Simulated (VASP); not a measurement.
```
As2Se3
1.0
    3.35720     1.93828     6.13700
   -3.35720     1.93828     6.13700
    0.00000    -3.87656     6.13700
As Se
4 6
Direct
  0.34069   0.34069   0.34069
  0.15931   0.15931   0.15931
  0.65931   0.65931   0.65931
  0.84069   0.84069   0.84069
  0.55433   0.94567   0.25000
  0.25000   0.55433   0.94567
  0.94567   0.25000   0.55433
  0.44567   0.05433   0.75000
  0.75000   0.44567   0.05433
  0.05433   0.75000   0.44567
```

The numbers are results of PBEsol GGA, VASP's PBE PAW potentials (set 64) (plane waves; VASP 6.6.1), not measurements. Settings: 400 eV cut-off, 5×5×5 Γ-centred mesh, first-order Methfessel-Paxton smearing of 0.10 eV, potentials As Se.

Problem. Estimate the energy per atom (σ→0), band gap (on the k-mesh) with the smallest direct gap where there is one.

Solution. 
| Item | Result |
|---|---|
| band gap (on the k-mesh) | none (metal, semimetal or under 0.01 eV) |
| energy per atom (σ→0) | -4365 meV/atom |

Only differences to runs with the same potentials and settings are physical.

The structure was generated: As2Se3 was put into the corundum type (R-3c), which need not be its known phase. It was relaxed first, which changed the volume by +15 %. The start is the result of an earlier pass.
